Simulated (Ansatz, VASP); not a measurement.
B2TeC in VASP and in Ansatz

```
CELL_PARAMETERS angstrom
4.57579 0.00000 0.00000
0.00000 4.57579 0.00000
0.00000 0.00000 4.23005
ATOMIC_POSITIONS crystal
B 0.00000 0.50000 0.50000
B 0.50000 0.00000 0.50000
Te 0.00000 0.00000 0.50000
C 0.00000 0.00000 0.00000
```

Alike in both runs: functional PBE; k mesh 10 × 10 × 12; occupations gaussian, width 0.1 eV; no spin polarisation.

Ansatz relaxed the structure, and its values are those at the end. VASP's run is a single point on that final structure, the one shown.

|  | VASP | Ansatz |
| --- | --- | --- |
| version | VASP 6.6.1 | Ansatz 0.2.0 |
| potentials or method | VASP PAW PBE potentials, release 64 (B, Te, C) | scalar-relativistic, plane waves, PAW |
| plane-wave cutoff (eV) | 520 | 420 |
| valence electrons in the cell | 16 | 26 |

|  | VASP | Ansatz | Ansatz less VASP |
| --- | --- | --- | --- |
| gap on the k mesh at the Fermi level (eV) | none | none | - |
| pressure (GPa) | 0.2 | 0.0 | -0.19 |

A gap of «none» marks a metal or a gap that the smearing closes. The two sets of potentials don't hold the same shells in valence.

The runs have no spin-orbit coupling, so splittings on Te are missing.
